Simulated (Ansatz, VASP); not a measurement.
# One calculation of Si7CO16 (a cell with a defect) (Cristobalite), two programs

INCAR

```
PREC     = Accurate       # precision mode
ENCUT    = 520            # plane-wave cutoff, eV
EDIFF    = 1E-8           # SCF threshold, eV
ISMEAR   = -1             # smearing method
SIGMA    = 0.01           # smearing width, eV
LREAL    = Auto         
LASPH    = T              # aspherical terms in the spheres
NELM     = 100            # most SCF steps
ALGO     = Fast           # electronic algorithm
ISIF     = 2              # what is computed and relaxed
LWAVE    = F              # write WAVECAR
LCHARG   = F              # write CHGCAR
GGA      = PE             # functional
LEFG     = T            
NBANDS   = 82             # bands
```

KPOINTS

```
Automatic mesh
0
Gamma
  3 3 3
```

Contents of POSCAR:

```
Si7CO16
1.0
    0.0000000000      4.9820000000      6.9630000000
    4.9820000000      0.0000000000      6.9630000000
    4.9820000000      4.9820000000      0.0000000000
C Si O
1 7 16
Direct
    0.0000000000      0.0000000000      0.2989700000
    0.5000000000      0.5000000000      0.7989700000
    0.4239700000      0.8260300000      0.3750000000
    0.9239700000      0.3260300000      0.8750000000
    0.2500000000      0.2500000000      0.4510300000
    0.7500000000      0.7500000000      0.9510300000
    0.0760300000      0.6739700000      0.1250000000
    0.5760300000      0.1739700000      0.6250000000
    0.0208550000      0.1572750000      0.0826150000
    0.5208550000      0.6572750000      0.5826150000
    0.3857450000      0.0423850000      0.3541450000
    0.8857450000      0.5423850000      0.8541450000
    0.4072750000      0.2708550000      0.4892550000
    0.9072750000      0.7708550000      0.9892550000
    0.2923850000      0.6357450000      0.9677250000
    0.7923850000      0.1357450000      0.4677250000
    0.1142550000      0.4576150000      0.2822750000
    0.6142550000      0.9576150000      0.7822750000
    0.0927250000      0.2291450000      0.6673850000
    0.5927250000      0.7291450000      0.1673850000
    0.2076150000      0.8642550000      0.3958550000
    0.7076150000      0.3642550000      0.8958550000
    0.4791450000      0.3427250000      0.7607450000
    0.9791450000      0.8427250000      0.2607450000
```

Input for Ansatz:

```yaml
crystal:
  lattice:
    - [0.0, 4.982, 6.963]
    - [4.982, 0.0, 6.963]
    - [4.982, 4.982, 0.0]
  atoms:
    - { symbol: C, position: [0.0, 0.0, 0.29897] }
    - { symbol: Si, position: [0.5, 0.5, 0.79897] }
    - { symbol: Si, position: [0.42397, 0.82603, 0.375] }
    - { symbol: Si, position: [0.92397, 0.32603, 0.875] }
    - { symbol: Si, position: [0.25, 0.25, 0.45103] }
    - { symbol: Si, position: [0.75, 0.75, 0.95103] }
    - { symbol: Si, position: [0.07603, 0.67397, 0.125] }
    - { symbol: Si, position: [0.57603, 0.17397, 0.625] }
    - { symbol: O, position: [0.020855, 0.157275, 0.082615] }
    - { symbol: O, position: [0.520855, 0.657275, 0.582615] }
    - { symbol: O, position: [0.385745, 0.042385, 0.354145] }
    - { symbol: O, position: [0.885745, 0.542385, 0.854145] }
    - { symbol: O, position: [0.407275, 0.270855, 0.489255] }
    - { symbol: O, position: [0.907275, 0.770855, 0.989255] }
    - { symbol: O, position: [0.292385, 0.635745, 0.967725] }
    - { symbol: O, position: [0.792385, 0.135745, 0.467725] }
    - { symbol: O, position: [0.114255, 0.457615, 0.282275] }
    - { symbol: O, position: [0.614255, 0.957615, 0.782275] }
    - { symbol: O, position: [0.092725, 0.229145, 0.667385] }
    - { symbol: O, position: [0.592725, 0.729145, 0.167385] }
    - { symbol: O, position: [0.207615, 0.864255, 0.395855] }
    - { symbol: O, position: [0.707615, 0.364255, 0.895855] }
    - { symbol: O, position: [0.479145, 0.342725, 0.760745] }
    - { symbol: O, position: [0.979145, 0.842725, 0.260745] }
kpoints:
  mp_grid: { grid: [3, 3, 3] }
scf:
  occupations: { method: fermi_dirac, width: 0.01 }
hamiltonian:
  xc: pbe
  pseudopotentials: { kind: paw }
output:
  forces: true
  stress: true
  populations: true
  efg: { quadrupole_moments_barn: { O: -0.02558 }, contact_densities: true }
```

Alike in both runs: task electric field gradients; functional PBE; k mesh 3 × 3 × 3; occupations fermi-dirac, width 0.01 eV; no spin polarisation.

```csv
,VASP,Ansatz
version,VASP 6.6.1,Ansatz 0.2.0
potentials or method,"VASP PAW PBE potentials, release 64 (C, Si, O)","plane-wave PAW, scalar-relativistic"
plane-wave cutoff (eV),520,420
valence electrons in the cell,128,128
```

|  | VASP | Ansatz | Ansatz less VASP |
| --- | --- | --- | --- |
| gap on the k mesh at the Fermi level (eV) | 4.21 | 4.23 | +0.020 |
| pressure (GPa) | 0.2 | 0.0 | -0.13 |
| largest component of the traceless stress (GPa) | 0.86 | 0.86 | +0.005 |
| rms of the force components (eV/Å) | 1.485 | 1.480 | -0.0058 |
| Vzz of the field gradient on the site that differs most (V/Å²) | 87.7 | 92.2 | +4.46 |

Atom by atom the forces differ by 0.011 eV/Å (rms over components).

A hybrid or GW would open this gap; PBE tends to underestimate it.
